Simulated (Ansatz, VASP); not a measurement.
## Cross-check of TaSi2N4 (TaSi2N4 bilayer, AB) between VASP and Ansatz

One calculation is typed for both programs; each brings its own data sets. How far apart do they land? Of the first pair: The structure shown is the start of the Ansatz relaxation below; VASP solves that cell, so the two are compared at the walk's first step.

Main program and level: Ansatz 0.2.0; plane waves, with VASP 6.6.1 beside it; single point at PBE with D3(BJ).

## (1) The structure

The cell holds 14 atoms: 8 N, 4 Si and 2 Ta. Its edges and angles: a = 2.920 Å, b = 2.920 Å, c = 66.755 Å, α = 90.0°, β = 90.0°, γ = 120.0°. Vacuum lies along c.

As a file:

```
N Si Ta
1.0
     2.92000    0.00000    0.00000
    -1.46000    2.52879    0.00000
     0.00000    0.00000   66.75530
N Si Ta
8 4 2
Direct
  0.00000 0.00000 0.36626
  0.33333 0.66667 0.39951
  0.33333 0.66667 0.44278
  0.00000 0.00000 0.47603
  0.33333 0.66667 0.52397
  0.66667 0.33333 0.55722
  0.66667 0.33333 0.60049
  0.33333 0.66667 0.63374
  0.33333 0.66667 0.37330
  0.33333 0.66667 0.46900
  0.66667 0.33333 0.53100
  0.66667 0.33333 0.62670
  0.00000 0.00000 0.42115
  0.33333 0.66667 0.57885
```

## (2) Ansatz: relaxation, PBE with D3(BJ)

Ansatz runs on its default PAW (the set named soft_2) files.

The two programs are compared at the cell with which this relaxation starts, whose forces are those of its first step.

input.yaml

```yaml
crystal:
  lattice:
    - [2.92, 0.0, 0.0]
    - [-1.46, 2.5287941791, 0.0]
    - [0.0, 0.0, 66.7552949306]
  atoms:
    - { symbol: "N", position: [0.0, 0.0, 0.3662630811] }
    - { symbol: Si, position: [0.3333333333, 0.6666666667, 0.3732952166] }
    - { symbol: "N", position: [0.3333333333, 0.6666666667, 0.3995103655] }
    - { symbol: Ta, position: [0.0, 0.0, 0.4211474724], spin: 1.0 }
    - { symbol: "N", position: [0.3333333333, 0.6666666667, 0.4427845793] }
    - { symbol: Si, position: [0.3333333333, 0.6666666667, 0.4689997283] }
    - { symbol: "N", position: [0.0, 0.0, 0.4760318638] }
    - { symbol: "N", position: [0.3333333333, 0.6666666667, 0.5239681362] }
    - { symbol: Si, position: [0.6666666667, 0.3333333333, 0.5310002717] }
    - { symbol: "N", position: [0.6666666667, 0.3333333333, 0.5572154207] }
    - { symbol: Ta, position: [0.3333333333, 0.6666666667, 0.5788525276], spin: -1.0 }
    - { symbol: "N", position: [0.6666666667, 0.3333333333, 0.6004896345] }
    - { symbol: Si, position: [0.6666666667, 0.3333333333, 0.6267047834] }
    - { symbol: "N", position: [0.3333333333, 0.6666666667, 0.6337369189] }
  periodic: [true, true, false]
magnetization:
  spin_polarized: true
kpoints:
  mp_grid: { grid: [12, 12, 1] }
hamiltonian:
  xc: pbe
  dispersion: d3bj
scf:
  occupations: { method: fermi_dirac, width: 0.05 }
  convergence: { dr2_threshold: 1.0e-09 }
relax:
  f_tol: 0.004
  max_steps: 90
  cell: {}
output:
  write_potential: true
  write_density: true
  volumetric_format: npy
```

Started as:

```bash
> ansatz run input.yaml --threads 4 --pin off --max-ram 12288MiB --backend cpu --events-out ev --progress --plain --runs-dir out
```

Numbers of over 12 decimals in the logs are rounded to 6 here.

Output:

```text
Warning: relax.cell: scf.convergence.dr2_threshold = 1e-9 eV is looser than the 1.80431563947e-10 eV advised for a relaxation that steers and ends on the stress (1e-10 eV for each atom of the cell: 14, times the square of relax.cell.stress_2d_tol = 0.05 N/m over 27.9 Å (the atoms' height at the walk's start and 5 Å past either face), 1.795e-2 GPa, over a crystal's default 0.05). What an SCF threshold leaves in a stress goes as its square root, and in the free energy as the threshold itself, and one threshold admits the most on a small cell: [figures from the program's tests cut] Set scf.convergence.dr2_threshold to 1.80431563947e-10 eV or tighter. [rest of the remark cut]
Engine: ansatz 0.2.0, x86_64-unknown-linux-gnu
Pseudopotentials: kind: paw
Pseudopotential: N, paw, valence charge 5, recommended cutoff 420 eV (normal), N.paw.azcp
Pseudopotential: Si, paw, valence charge 4, recommended cutoff 420 eV (normal), Si.paw.azcp
Pseudopotential: Ta, paw, valence charge 13, recommended cutoff 420 eV (normal), Ta.paw.azcp
Functional definition: PBE
  parameter kappa = 0.804
  parameter beta = 0.066725
  exchange = pbe_x(kappa = kappa, mu = beta*pi^2/3)
  correlation = pbe_c(beta = beta)
Crystal: 14 atoms, lattice volume = 492.926 Å³
Basis set: ecut = 420 eV, 9535 PW (Γ), exchange–correlation on 40×40×900 points (8 copies of the dense FFT grid, shifted against one another)
Bands: 56, of which v1, the nominal top of the filled ones, is band 41 counted from 1 (40 counted from 0)
Symmetry: 6 space group operations
Space group: P3m1 (ITA 156), of the structure as read, at distance tolerance 7.9e-5 Å
Magnetic group: BNS 156.49 (UNI 1279), of the structure as read, at distance tolerance 7.9e-5 Å
k-points: 19 of 144 (time reversal used)
Non-local potential: N, projectors of the file, l = 0: 2, l = 1: 2, l = 2: 1
Non-local potential: Si, projectors of the file, l = 0: 2, l = 1: 2, l = 2: 2
Non-local potential: Ta, projectors of the file, l = 0: 3, l = 1: 2, l = 2: 2, l = 3: 1
PAW form: soft (Blöchl's): semilocal exchange-correlation on the pseudo side does not see the compensation charge
PAW one-centre angular grid: N, 110 points (default); XC on 64 Gauss nodes
PAW one-centre angular grid: Si, 110 points (default); XC on 64 Gauss nodes
PAW one-centre angular grid: Ta, 590 points (default); XC on 64 Gauss nodes
Initial density: superposition of atomic densities (neutral atoms: chi_scale 0, normalization atom)
Starting moments: Σ|m| = 2 μB on 2 of 14 sites
Starting magnetic order: compensated ferrimagnet; no operation exchanges its spin sublattices
Initial wavefunctions: pseudopotential atomic-orbital guess
Functional: x = pbe(κ = 0.804, μ = 0.219515), c = pbe(β = 0.066725)
SCF iter   1: F=—  HF=-25510.460679 eV  |F-HF|=—  |Δ(HF+E_count)|=         —  Δρ=4.90e-2 (↑4.90e-2 ↓4.90e-2)  dr2=5.47e1  dr2_m=8.69e-2  M=0.000 μB ∫|m|=1.543 μB  β_m=0.30  ethr=3.10e-3  ⟨swp⟩=11.1  Hψ=15529  notcnv=0  defer=195
Mixer restart at iter 1: flushing history
preconditioner: auto → LDOS  [metal: Δε(μ)=0.045 eV  Ē_g=13.245 eV  σ=0.050 eV  W_gap=0.22  n_scr=42 (ndim 8)  ℏωp=13.6 eV  f_vac=0.676  D(μ)=2.44/eV (n_scr^D=20)]
spin=Collinear: LDOS preconditioning applied to the charge; magnetization (m = ρ↑ − ρ↓) channel mixes plain (no charge-response kernel on spin).
SCF iter   2: F=—  HF=-25497.419339 eV  |F-HF|=—  |Δ(HF+E_count)|=    1.30e1  Δρ=2.00e-2 (↑2.00e-2 ↓2.00e-2)  dr2=9.58e0  dr2_m=4.10e-2  M=0.001 μB ∫|m|=1.536 μB  β_m=0.39  ethr=3.10e-3  ⟨swp⟩=5.2  Hψ=6418  notcnv=0  defer=344
SCF iter   3: F=—  HF=-25495.380903 eV  |F-HF|=—  |Δ(HF+E_count)|=    2.04e0  Δρ=7.63e-3 (↑7.58e-3 ↓7.63e-3)  dr2=7.36e-1  dr2_m=1.05e-2  M=0.002 μB ∫|m|=1.496 μB  β_m=0.54  ethr=3.10e-3  ⟨swp⟩=3.6  Hψ=4981  notcnv=0  defer=340
SCF iter   4: F=—  HF=-25495.357302 eV  |F-HF|=—  |Δ(HF+E_count)|=   2.36e-2  Δρ=2.04e-3 (↑2.04e-3 ↓2.01e-3)  dr2=5.30e-2  dr2_m=1.84e-3  M=0.003 μB ∫|m|=1.472 μB  β_m=0.58  ethr=8.97e-4  ⟨swp⟩=2.8  Hψ=3952  notcnv=0  defer=340
SCF iter   5: F=—  HF=-25495.360603 eV  |F-HF|=—  |Δ(HF+E_count)|=         —  Δρ=6.36e-4 (↑6.27e-4 ↓6.36e-4)  dr2=2.73e-3  dr2_m=9.37e-4  M=0.005 μB ∫|m|=1.427 μB  β_m=0.58  ethr=6.47e-5  ⟨swp⟩=3.8  Hψ=5195  notcnv=0  defer=344
SCF iter   6: F=—  HF=-25495.361756 eV  |F-HF|=—  |Δ(HF+E_count)|=   1.15e-3  Δρ=3.59e-4 (↑3.51e-4 ↓3.59e-4)  dr2=6.45e-4  dr2_m=2.88e-4  M=0.005 μB ∫|m|=1.426 μB  β_m=0.79  ethr=3.33e-6  ⟨swp⟩=3.5  Hψ=4772  notcnv=0  defer=344
[...]
SCF converged after 8 iterations
an eigenvalue changed by more than its tolerance at an iteration that met the thresholds in force, so the SCF went on 2 times, its first undamped step at iteration 5: the last check found none over its tolerance
Magnetization: 0.0351 μB (41.0175 up, 40.9825 down)
Absolute magnetization: 1.4093 μB (∫|ρ↑−ρ↓|, with the PAW one-centre terms)
Spin contamination: 0.5890 ħ² per cell (⟨S²⟩ above its minimum at these occupations)
Per-site moments (μB) at R_I (Å): [(0.00770928, 0.732795), (0.00277431, 0.721548), (0.011338, 0.721548), (0.240199, 0.872884), (0.011906, 0.721948), (0.0027777, 0.721948), (0.00793301, 0.731582), (-0.00650188, 0.732755), (-0.00262021, 0.720306), (-0.010665, 0.720306), (-0.228722, 0.873296), (-0.011301, 0.721632), (-0.00265516, 0.721632), (-0.00747156, 0.732808)]
Free energy (F): -25496.945942 eV
Harris-Foulkes:  -25496.945942 eV  (|F-HF|=6.04e-10)
Internal energy: -25496.911306 eV  (E = F + TS)
E sigma→0 (E₀):  -25496.928624 eV
Entropy (-TS):   -0.034635 eV (-2.474 meV/atom)
Fermi energy:    -5.314672 eV
--- Per-component energies (eV) ---
  E_band       = -1620.321694
  E_kinetic    = 1981.899945
  E_local      = -843221.957580  (includes V_loc(G=0)·N_el)
  E_nonlocal   = 489.277658
  E_hartree    = 420372.667125
  E_xc         = -1149.632041
  E_vxc        = -1221.433410  (∫ρ·V_xc dr)
  E_paw        = -19866.296014  (= ΣΔE_a)
  E_vpaw       = -393.445127  (= ΣTr[D̂ρ^β])
  E_aug_tail   = 0.001242  (compensation charges beyond the density's cutoff)
  E_ewald      = 415901.023518
  E_disp       = -3.895161  (pairwise vdW)
  E_smearing   = -0.034635  (= −TS)
  E_closure    = -0.000000  (closes the sum)
  Σ components = -25496.945942   (vs F -25496.945942, Δ=0.00e0)
--- Forces (eV/Å), atoms counted from 1 ---
  atom   1  N      0.00000000    -0.00000000    -0.00024731
  atom   2  Si    -0.00000000     0.00000000     0.00227213
  atom   3  N     -0.00000000    -0.00000000    -0.00336317
  atom   4  Ta    -0.00000000    -0.00000000     0.00058059
  atom   5  N      0.00000000    -0.00000000     0.00332792
  atom   6  Si     0.00000000     0.00000000    -0.00267931
  atom   7  N      0.00000000    -0.00000000     0.00023961
  atom   8  N      0.00000000     0.00000000    -0.00033642
  atom   9  Si     0.00000000     0.00000000     0.00237520
  atom  10  N      0.00000000    -0.00000000    -0.00296264
  atom  11  Ta     0.00000000    -0.00000000    -0.00029756
  atom  12  N      0.00000000    -0.00000000     0.00331187
  atom  13  Si    -0.00000000     0.00000000    -0.00235410
  atom  14  N     -0.00000000    -0.00000000     0.00013308
  max |Σ_I F_I| component: 9.30e-8 eV/Å
--- 2D stress c σ (N/m, compression-positive) ---
       -0.016440       0.000000       0.000000
        0.000000      -0.016440      -0.000000
        0.000000      -0.000000      -0.000000
  P = ½ c Tr σ = -0.0164 N/m
--- Band table (eV; the first three rows and the last of 38) ---
  k-point 0 ↑: bands = [... 37 lower, -7.4638, -7.4638, -7.2696, -4.7722, -4.2445, -1.6931, -1.6881, -1.6881, ... 11 higher]
  k-point 1 ↑: bands = [... 37 lower, -7.5971, -7.4510, -7.2174, -4.8442, -4.2867, -2.1133, -1.9088, -1.6611, ... 11 higher]
  k-point 2 ↑: bands = [... 37 lower, -7.9038, -7.5297, -7.2762, -5.2607, -4.6517, -2.1372, -1.9113, -1.5558, ... 11 higher]
  k-point 18 ↓: bands = [... 37 lower, -7.4602, -6.7221, -6.6709, -5.1728, -4.5000, -2.2027, -1.6318, -1.3237, ... 11 higher]
  the weakly bound empty levels are not read free of the cell's end (no_gap_told)
--- Relaxed structure (9 steps of the walk, 9 accepted, 2 SCFs on fresh bases) ---
  F+E_penalty+E_count = -25496.94594156 eV   max|allowed force component| = 3.363e-3 eV/Å   (the final SCF, on the basis selected at the relaxed cell)
  cell:  # Å, volume = 503.2790 Å³
    - [2.950504, 1.1288847131721357e-18, 0]
    - [-1.475252, 2.555212, 0]
    - [0, 0, 66.7552949306]
  atoms:
    - { symbol: N, position: [-9.69871003508584e-18, 1.982541115413604e-17, 0.373344] }
    - { symbol: Si, position: [0.333333, 0.666667, 0.380894] }
    - { symbol: N, position: [0.333333, 0.666667, 0.407097] }
    - { symbol: Ta, position: [-1.9395515942060792e-17, 1.982541115413604e-17, 0.425936] }
    - { symbol: N, position: [0.333333, 0.666667, 0.444741] }
    - { symbol: Si, position: [0.333333, 0.666667, 0.470959] }
    - { symbol: N, position: [-2.983336596213737e-17, 1.982541115413599e-17, 0.478353] }
    - { symbol: N, position: [0.333333, 0.666667, 0.521542] }
    - { symbol: Si, position: [0.666667, 0.333333, 0.529087] }
    - { symbol: N, position: [0.666667, 0.333333, 0.555246] }
    - { symbol: Ta, position: [0.333333, 0.666667, 0.574086] }
    - { symbol: N, position: [0.666667, 0.333333, 0.592917] }
    - { symbol: Si, position: [0.666667, 0.333333, 0.619123] }
    - { symbol: N, position: [0.333333, 0.666667, 0.626675] }
```

(Part 1 of 3 ends here.)

[Lines on the potential files, build, host, timing and source positions are cut from VASP's logs without a mark.]

[Logs are printed without paths, hosts, clocks, repeated set-up lines and the standing remarks that a program may print on its own settings, such as how far it seeks lower states.]

[Hosts, paths, dates, database ids (printed as entryN), source tags and the programs' standing remarks are cut or masked in the printed files.]
